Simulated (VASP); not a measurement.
Output of a VASP run:

**OSZICAR**
```
       N       E                     dE             d eps       ncg     rms          rms(c)
DAV:   1     0.786185906345E+02    0.78619E+02   -0.74639E+03  8768   0.108E+03
DAV:   2    -0.136071281525E+02   -0.92226E+02   -0.82422E+02  8624   0.231E+02
DAV:   3    -0.161693895793E+02   -0.25623E+01   -0.24949E+01 10634   0.468E+01
DAV:   4    -0.161961021018E+02   -0.26713E-01   -0.26701E-01  9563   0.416E+00
DAV:   5    -0.161968468163E+02   -0.74471E-03   -0.74470E-03 11216   0.783E-01    0.167E+01
DAV:   6    -0.172376580112E+02   -0.10408E+01   -0.13552E+01  9171   0.823E+01    0.232E+01
DAV:   7    -0.149193313598E+02    0.23183E+01   -0.91123E+00 10805   0.788E+01    0.896E+00
DAV:   8    -0.148892223125E+02    0.30109E-01   -0.46451E-01  9964   0.105E+01    0.425E+00
DAV:   9    -0.148055509923E+02    0.83671E-01   -0.13231E-01 12225   0.772E+00    0.180E+00
DAV:  10    -0.147958088127E+02    0.97422E-02   -0.37320E-02 12664   0.368E+00    0.705E-01
DAV:  11    -0.147948578325E+02    0.95098E-03   -0.28716E-03 12269   0.103E+00    0.265E-01
DAV:  12    -0.147946858727E+02    0.17196E-03   -0.29988E-04 11612   0.264E-01    0.739E-02
DAV:  13    -0.147946904190E+02   -0.45463E-05   -0.52432E-05 10970   0.153E-01    0.400E-02
DAV:  14    -0.147946886248E+02    0.17942E-05   -0.59087E-06  9795   0.588E-02    0.140E-02
DAV:  15    -0.147946884871E+02    0.13768E-06   -0.29664E-06  7899   0.414E-02
   1 F= -.14794688E+02 E0= -.14794352E+02  d E =-.100995E-02  mag=     3.2738
```

OUTCAR:
```
------------------------ aborting loop because EDIFF is reached ----------------------------------------
  FORCE on cell =-STRESS in cart. coord.  units (eV):
  Direction    XX          YY          ZZ          XY          YZ          ZX
  --------------------------------------------------------------------------------------
  Total        0.6227957      0.6227957      0.8597156      0.0000000      0.0000000     -0.0000000
  in kB       36.3533529     36.3533529     50.1826572      0.0000000      0.0000000     -0.0000000
  external PRESSURE =      40.9631210 kB  Pullay stress =       0.0000000 kB
  volume of cell :       27.45
      direct lattice vectors                 reciprocal lattice vectors
     2.720000000  0.000000000  0.000000000     0.367647059  0.000000000  0.000000000
     0.000000000  2.720000000  0.000000000     0.000000000  0.367647059  0.000000000
     0.000000000  0.000000000  3.710000000     0.000000000  0.000000000  0.269541779
 POSITION                                       TOTAL-FORCE (eV/Angst)
 -----------------------------------------------------------------------------------
      0.00000      0.00000      0.00000         0.000000      0.000000      0.000000
      1.36000      1.36000      1.85500         0.000000      0.000000      0.000000
 -----------------------------------------------------------------------------------
    total drift:                                0.000000      0.000000      0.000000
  FREE ENERGIE OF THE ION-ELECTRON SYSTEM (eV)
  ---------------------------------------------------
  free  energy   TOTEN  =       -14.7946884871 eV

  energy  without entropy=      -14.7936785404  energy(sigma->0) =      -14.79435184

 total charge

# of ion       s       p       d       tot
------------------------------------------
    1        0.412   0.457   6.127   6.996
    2        0.717   0.671   8.059   9.447
--------------------------------------------------
tot          1.130   1.128  14.186  16.444

 magnetization (x)

# of ion       s       p       d       tot
------------------------------------------
    1        0.005  -0.008   2.920   2.917
    2       -0.026  -0.069   0.428   0.334
--------------------------------------------------
tot         -0.021  -0.077   3.348   3.250
```
(Selected blocks of OUTCAR.)

### POSCAR
```
FePt
1
    2.7200000000     0.0000000000     0.0000000000
    0.0000000000     2.7200000000     0.0000000000
    0.0000000000     0.0000000000     3.7100000000
Fe Pt
1 1
Direct
  0.0000000000   0.0000000000   0.0000000000
  0.5000000000   0.5000000000   0.5000000000
```

Problem. Write an INCAR and KPOINTS that could have produced this output.

Solution. One answer among several that fit: the input of the run itself, PBE GGA, plane waves, VASP's PBE PAW potentials (set 64).

INCAR:
```
SIGMA  =  0.1
EDIFF  =  1E-6
LASPH  =  T   # aspherical one-centre terms
LCHARG  =  F
NELM  =  100   # most electronic steps
ENCUT  =  400   # plane-wave cut-off (eV)
LORBIT  =  10
ISMEAR  =  1   # Methfessel-Paxton
MAGMOM  =  3.0 0.0
GGA  =  PE
PREC  =  Single
SYSTEM  =  FePt
LREAL  =  F   # projection in real space or not
LWAVE  =  F
ALGO  =  Normal   # blocked Davidson
ISIF  =  2   # forces and stress, cell fixed
ISPIN  =  2   # spin-polarised
LMAXMIX  =  6
```

KPOINTS:
```
Automatic mesh
0
Gamma
12 12 9
0 0 0
```

POTCAR, in this order: Fe Pt (PBE.64 set). Program: vasp_std.

The compound is FePt in the L1_0 structure. The cell was not relaxed at this level. The run is one of a series of settings (PREC = Single against the base run), some of them coarse on purpose.
